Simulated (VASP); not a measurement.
Here is the system:

```xyz
1
Lattice="0.0000 1.9244 1.9244 1.9244 0.0000 1.9244 1.9244 1.9244 0.0000" Properties=species:S:1:pos:R:3 pbc="T T T"
Zn     3.8488     1.9244     1.9244
```

These are r2SCAN meta-GGA, VASP's PBE PAW potentials (set 64) (plane waves; VASP 6.6.1) values and carry that method's errors. Settings: 400 eV cut-off, 18×18×18 Γ-centred mesh, tetrahedra with Blöchl corrections, potentials Zn.

Question: Give the energies of bands 6 to 9 at the high-symmetry points, in eV from the Fermi level.

Answer: 
```tsv
band	Γ	X	U	L	W
6	-7.72	-1.31	0.65	-3.42	2.31
7	20.14	2.12	1.74	-1.29	2.31
8	20.23	9.24	3.06	16.91	3.88
9	20.23	9.24	10.92	16.91	4.24
```

It has no gap at this level: it comes out as a metal or semimetal.

The structure was generated: Zn was put into the fcc type (Fm-3m), which need not be its known phase. It was relaxed first, which changed the volume by -6 %.
